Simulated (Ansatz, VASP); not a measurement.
## Tc3Sn in VASP and in Ansatz

INCAR

```
PREC = Accurate
ENCUT = 520
EDIFF = 1E-7
ISMEAR = -1
SIGMA = 0.05
LREAL = F
LASPH = T
NELM = 100
ALGO = Normal
ISIF = 2
LWAVE = F
LCHARG = F
GGA = PE
NBANDS = 34
```

File KPOINTS:

```
regular mesh
0
Gamma
  10 10 3
```

Contents of POSCAR:

```
Tc3Sn
1.0
    2.9018305268      0.0000000000      0.0000000000
   -1.4509152634      2.5130589537      0.0000000000
    0.0000000000      0.0000000000      8.5167644938
Sn Tc
1 3
Direct
    0.0000000000      0.0000000000      0.0000000000
    0.3333333333      0.6666666667      0.7382180000
    0.3333333333      0.6666666667      0.2617820000
    0.0000000000      0.0000000000      0.5000000000
```

File input.yaml:

```yaml
crystal:
  lattice:
    - [2.9018305268, 0.0, 0.0]
    - [-1.4509152634, 2.5130589537, 0.0]
    - [0.0, 0.0, 8.5167644938]
  atoms:
    - { symbol: Sn, position: [0.0, 0.0, 0.0] }
    - { symbol: Tc, position: [0.3333333333, 0.6666666667, 0.738218] }
    - { symbol: Tc, position: [0.3333333333, 0.6666666667, 0.261782] }
    - { symbol: Tc, position: [0.0, 0.0, 0.5] }
hamiltonian:
  xc: pbe
  pseudopotentials: { kind: paw }
kpoints:
  mp_grid: { grid: [10, 10, 3] }
scf:
  occupations: { method: fermi_dirac, width: 0.05 }
output:
  forces: true
  stress: true
  eigenvalues: true
```

Change from the starting cell: volume scaled by 0.96.

Alike in both runs: task single point; functional PBE; k mesh 10 × 10 × 3; occupations fermi-dirac, width 0.05 eV; no spin polarisation.

|  | VASP | Ansatz |
| --- | --- | --- |
| version | VASP 6.6.1 | Ansatz 0.2.0 |
| potentials or method | VASP PAW PBE potentials, release 64 (Sn_d, Tc_pv) | Ansatz PAW earlier set |
| plane-wave cutoff (eV) | 520 | 500 |
| valence electrons in the cell | 53 | 59 |

```csv
,VASP,Ansatz,Ansatz less VASP
gap on the k mesh at the Fermi level (eV),none,none,-
pressure (GPa),7.5,7.9,+0.37
largest component of the traceless stress (GPa),1.23,1.26,+0.032
rms of the force components (eV/Å),0.029,0.048,+0.0192
```

Atom by atom the forces differ by 0.019 eV/Å (rms over components). A gap of «none» marks a metal or a gap that the smearing closes. The functional is the same, so the differences come from potentials, cutoffs and numerics. The two sets of potentials don't hold the same shells in valence.
